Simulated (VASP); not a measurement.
An input for Quantum ESPRESSO's pw.x (written as the equivalent of a VASP run, and not itself run):

```
&CONTROL
  calculation = 'scf'
  pseudo_dir = './pseudo'
  outdir = './out'
  tprnfor = .true.
  tstress = .true.
/
&SYSTEM
  ibrav = 0
  nat = 2
  ntyp = 2
  ecutwfc = 80
  occupations = 'smearing'
  smearing = 'methfessel-paxton'
  degauss = 0.00735
  input_dft = 'vdw-df-ob86'
/
&ELECTRONS
  conv_thr = 7.3e-09
  electron_maxstep = 100
/
ATOMIC_SPECIES
  In 114.818 In.upf
  Sb 121.760 Sb.upf
CELL_PARAMETERS angstrom
     0.0000000    3.2538587    3.2538587
     3.2538587    0.0000000    3.2538587
     3.2538587    3.2538587    0.0000000
ATOMIC_POSITIONS crystal
  In   1.0000000  1.0000000  1.0000000
  Sb   0.2500000  0.2500000  0.2500000
K_POINTS automatic
  10 10 10 0 0 0
```

**Question.** Translate this input to VASP (INCAR, KPOINTS, POSCAR, choice of POTCAR).

**Answer.** One answer among several that fit: 
INCAR:
```
! general
SYSTEM  =InSb
PREC    =Accurate
ENCUT   =520
LREAL   =.False.
LASPH   =.True.

! electronic loop
EDIFF   =1E-7
NELM    =100
ALGO    =Normal
LMAXMIX =4

! smearing
ISMEAR  =1
SIGMA   =0.1

! functional
GGA     =MK
LUSE_VDW=.True.
AGGAC   =0.0
PARAM1  =0.1234
PARAM2  =1.0

! ions
ISIF    =2

! output
LWAVE   =.False.
LCHARG  =.False.
```

POSCAR:
```
InSb
1
    0.0000000000     3.2538587131     3.2538587131
    3.2538587131     0.0000000000     3.2538587131
    3.2538587131     3.2538587131     0.0000000000
In Sb
1 1
Direct
  1.0000000000   1.0000000000   1.0000000000
  0.2500000000   0.2500000000   0.2500000000
```

**KPOINTS**
```
Automatic mesh
0
Gamma
10 10 10
0 0 0
```

POTCAR, in this order: In_d Sb (PBE.64 set). Program: vasp_std.

The two are equivalent in intent, not identical: the potentials are each code's own (VASP's PAW set, PseudoDojo norm-conserving files in pw.x), so ENCUT and ecutwfc are chosen apart and not converted; conv_thr bounds pw.x's estimated SCF error, while EDIFF bounds the energy change between steps.

The compound is InSb in the zinc blende structure. This cell is one point of a volume scan, at 0.97 of the reference volume.
